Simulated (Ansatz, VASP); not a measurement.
# InRu2: VASP beside Ansatz

```xyz
3
Lattice="0.0000 2.8718 2.8718 2.8718 0.0000 2.8718 2.8718 2.8718 0.0000" Properties=species:S:1:pos:R:3 pbc="T T T"
In    0.0000    0.0000    0.0000
Ru    1.4359    1.4359    1.4359
Ru    4.3077    4.3077    4.3077
```

Change from the starting cell: species swapped into the EuF2 type (Fm-3m, No. 225).

Alike in both runs: task relaxation of cell and atoms; functional PBE; k mesh 6 × 6 × 6; occupations gaussian, width 0.1 eV; no spin polarisation.

|  | VASP | Ansatz |
| --- | --- | --- |
| version | VASP 6.6.1 | Ansatz 0.2.0 |
| potentials or method | VASP PAW PBE potentials, release 64 (In_d, Ru_pv) | scalar-relativistic, plane waves, PAW |
| plane-wave cutoff (eV) | 600 | 420 |
| valence electrons in the cell | 41 | 45 |

|  | VASP | Ansatz | Ansatz less VASP |
| --- | --- | --- | --- |
| gap on the k mesh at the Fermi level, each at its own relaxed structure (eV) | none | none | - |
| relaxed volume (Å³/atom) | 19.04 | 19.00 | -0.037 |
| relaxed cell length with the largest relative difference (Å) | 4.323 | 4.320 | -0.0028 |
| energy change over the relaxation (meV/atom) | -342 | -339 | +2.7 |

A gap of «none» marks a metal or a gap that the smearing closes. The two sets of potentials don't hold the same shells in valence.

Caveats: the volume moved by over 15 % at a fixed basis, so the end points are rough (VASP).
